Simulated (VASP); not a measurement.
Calculation: PBE GGA, VASP's PBE PAW potentials (set 64) (plane waves; VASP 6.6.1).

VASP input:

**KPOINTS**
```
Automatic mesh
0
Gamma
8 8 8
0 0 0
```

File POSCAR:
```
AgCl
5.550
  0.0000000000   0.5000000000   0.5000000000
  0.5000000000   0.0000000000   0.5000000000
  0.5000000000   0.5000000000   0.0000000000
Ag Cl
1 1
Cart
  0.0000000000   0.0000000000   0.0000000000
  0.5000000000   0.5000000000   0.5000000000
```

INCAR:
```
SYSTEM = AgCl
PREC = Accurate
ENCUT = 400
EDIFF = 1E-6
NELM = 100
ALGO = Normal
LREAL = .FALSE.
LASPH = .TRUE.
ISMEAR = 0
SIGMA = 0.05
GGA = PE
LMAXMIX = 4
LWAVE = .FALSE.
LCHARG = .FALSE.
ISIF = 2
AMIX = 0.1
BMIX = 0.0001
IMIX = 4
```

POTCAR, in this order: Ag Cl (PBE.64 set). Program: vasp_std.

What VASP printed:

OUTCAR:
```
 ion  position               nearest neighbor table
   1  0.000  0.000  0.000-   2 2.77   2 2.77   2 2.77   2 2.77   2 2.77   2 2.77
   2  0.500  0.500  0.500-   1 2.77   1 2.77   1 2.77   1 2.77   1 2.77   1 2.77
  LATTYP: Found a face centered cubic cell.
 ALAT       =     5.5500000000
 Subroutine PRICEL returns:
 Original cell was already a primitive cell.
 Subroutine GETGRP returns: Found 48 space group operations
The static configuration has the point symmetry O_h .
The dynamic configuration has the point symmetry O_h .
 Subroutine INISYM returns: Found 48 space group operations
 Subroutine IBZKPT returns following result:
 Found     29 irreducible k-points:

 Following reciprocal coordinates:
            Coordinates               Weight
  0.000000  0.000000  0.000000      1.000000
  0.125000  0.000000  0.000000      8.000000
  0.250000  0.000000  0.000000      8.000000
  0.375000  0.000000  0.000000      8.000000
  0.500000  0.000000  0.000000      4.000000
  0.125000  0.125000  0.000000      6.000000
  0.250000  0.125000  0.000000     24.000000
  0.375000  0.125000  0.000000     24.000000
  0.500000  0.125000  0.000000     24.000000
...
```

OSZICAR:
```
       N       E                     dE             d eps       ncg     rms          rms(c)
DAV:   1     0.872879626043E+02    0.87288E+02   -0.77632E+03   810   0.101E+03
DAV:   2    -0.217453684250E+01   -0.89462E+02   -0.83911E+02   904   0.229E+02
DAV:   3    -0.555130695868E+01   -0.33768E+01   -0.33679E+01   874   0.471E+01
DAV:   4    -0.557815734712E+01   -0.26850E-01   -0.26849E-01   844   0.476E+00
DAV:   5    -0.557855224861E+01   -0.39490E-03   -0.39490E-03   889   0.568E-01    0.636E+00
DAV:   6    -0.549654474587E+01    0.82008E-01   -0.32060E-02   804   0.246E+00    0.575E+00
DAV:   7    -0.539588900612E+01    0.10066E+00   -0.37612E-01   807   0.825E+00    0.368E+00
DAV:   8    -0.539614212111E+01   -0.25311E-03   -0.10383E-01   754   0.420E+00    0.110E+00
DAV:   9    -0.539609373701E+01    0.48384E-04   -0.20741E-03   794   0.763E-01    0.596E-01
DAV:  10    -0.539535104062E+01    0.74270E-03   -0.24303E-03   774   0.530E-01    0.164E-01
DAV:  11    -0.539499476435E+01    0.35628E-03   -0.10913E-03   779   0.375E-01    0.522E-02
DAV:  12    -0.539501035918E+01   -0.15595E-04   -0.10668E-04   784   0.959E-02    0.265E-02
DAV:  13    -0.539501473140E+01   -0.43722E-05   -0.20402E-05   774   0.344E-02    0.105E-02
DAV:  14    -0.539501481604E+01   -0.84645E-07   -0.31184E-06   778   0.151E-02
   1 F= -.53950148E+01 E0= -.53950148E+01  d E =-.478525E-13
```

File OUTCAR:
```
------------------------ aborting loop because EDIFF is reached ----------------------------------------
  FORCE on cell =-STRESS in cart. coord.  units (eV):
  Direction    XX          YY          ZZ          XY          YZ          ZX
  --------------------------------------------------------------------------------------
  Total        0.3317364      0.3317364      0.3317364     -0.0000000     -0.0000000     -0.0000000
  in kB       12.4361153     12.4361153     12.4361153     -0.0000000     -0.0000000     -0.0000000
  external PRESSURE =      12.4361153 kB  Pullay stress =       0.0000000 kB
  volume of cell :       42.74
      direct lattice vectors                 reciprocal lattice vectors
     0.000000000  2.775000000  2.775000000    -0.180180180  0.180180180  0.180180180
     2.775000000  0.000000000  2.775000000     0.180180180 -0.180180180  0.180180180
     2.775000000  2.775000000  0.000000000     0.180180180  0.180180180 -0.180180180
  FREE ENERGIE OF THE ION-ELECTRON SYSTEM (eV)
  ---------------------------------------------------
  free  energy   TOTEN  =        -5.3950148160 eV

  energy  without entropy=       -5.3950148160  energy(sigma->0) =       -5.39501482
```
(Selected blocks of OUTCAR.)

File OUTCAR:
```
 val. band max:        3.7922955653   @ k =   0.5000   0.0000   0.0000

 cond. band min:       4.7004103516   @ k =   0.0000   0.0000   0.0000


 Fermi energy:         4.0318008164

 k-point     1 :       0.0000    0.0000    0.0000
  band No.  band energies     occupation
      1     -11.3448      2.00000
      2       1.3614      2.00000
      3       1.3614      2.00000
      4       1.3614      2.00000
      5       1.4023      2.00000
      6       1.4023      2.00000
      7       1.4781      2.00000
      8       1.4781      2.00000
      9       1.4781      2.00000
     10       4.7004      0.00000
     11      14.6483      0.00000
     12      14.6483      0.00000
     13      14.6483      0.00000

 k-point     2 :       0.1250    0.0000    0.0000
  band No.  band energies     occupation
      1     -11.2853      2.00000
      2       0.6527      2.00000
      3       0.7114      2.00000
      4       0.7114      2.00000
      5       1.4154      2.00000
      6       1.4154      2.00000
      7       1.6461      2.00000
      8       2.2364      2.00000
      9       2.2364      2.00000
     10       5.4107      0.00000
     11      13.2796      0.00000
     12      14.3119      0.00000
     13      14.3119      0.00000

 k-point     3 :       0.2500    0.0000    0.0000
  band No.  band energies     occupation
      1     -11.1356      2.00000
      2      -0.3725      2.00000
      3       0.1392      2.00000
      4       0.1392      2.00000
      5       1.5403      2.00000
      6       1.5403      2.00000
      7       1.7966      2.00000
      8       2.9947      2.00000
      9       2.9947      2.00000
     10       6.7259      0.00000
     11      11.6111      0.00000
     12      12.9934      0.00000
     13      12.9934      0.00000

 k-point     4 :       0.3750    0.0000    0.0000
  band No.  band energies     occupation
      1     -10.9764      2.00000
      2      -1.1460      2.00000
      3      -0.2251      2.00000
...
```

The compound is AgCl in the rock salt structure. The cell was not relaxed at this level. The run is one of a series of settings (AMIX = 0.1, BMIX = 0.0001, IMIX = 4 against the base run), some of them coarse on purpose.
